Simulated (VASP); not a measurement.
Given:

```
Pt
1.0
    0.00000     1.97683     1.97683
    1.97683     0.00000     1.97683
    1.97683     1.97683     0.00000
Pt
1
Direct
  0.00000   0.00000   0.00000
```

Level of theory: revTPSS meta-GGA, VASP's PBE PAW potentials (set 64) (plane waves; VASP). Settings: 520 eV cut-off, 16×16×16 Γ-centred mesh, first-order Methfessel-Paxton smearing of 0.10 eV, potentials Pt.

Task: Give the stress tensor in GPa (positive for a compressed cell).

Result: 
```
-7.85   0.00   0.00
 0.00  -7.85   0.00
 0.00   0.00  -7.85
```
The pressure is its mean diagonal, -7.85 GPa.

The compound is Pt in the fcc structure. This cell is one point of a volume scan, at 1.03 of the reference volume.
